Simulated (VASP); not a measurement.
# Te (trig): computed properties

Computed with LDA (Ceperley-Alder, Perdew-Zunger), VASP's LDA PAW potentials (set 64) (plane waves; VASP).

space group: P3_121 (152)
cell: a = 4.288 Å, b = 4.288 Å, c = 5.941 Å, α = 90.00°, β = 90.00°, γ = 120.00°
volume per atom: 31.53 Å^3/atom
band gap (over mesh and band path): none (metal, semimetal or under 0.01 eV)
band gap with spin-orbit coupling: none (metallic)
density: 6.72 g/cm³

```yaml
crystal:
  lattice:
    - [2.14403, -3.71357, 0.00000]
    - [2.14403, 3.71357, 0.00000]
    - [0.00000, 0.00000, 5.94074]
  atoms:
    - { symbol: Te, position: [0.00000, 0.28357, 0.66667] }
    - { symbol: Te, position: [0.71643, 0.71643, 0.00000] }
    - { symbol: Te, position: [0.28357, 0.00000, 0.33333] }
```

Measured: a 4.456 Å at 293 K (computed value off by -3.8 %), c 5.928 Å at 293 K (computed value off by +0.2 %), as given by Wikipedia, Tellurium (infobox). The calculation is for a static lattice, while the measured a, c hold thermal and zero-point effects, which are part of the difference.  Unless said otherwise, spin-orbit coupling is left out, though it shifts the bands of the heavy elements here.

The compound is Te in the trig structure. It was relaxed first, which changed the volume by -7 %. Symmetry was kept, so distortions that lower it aren't found.
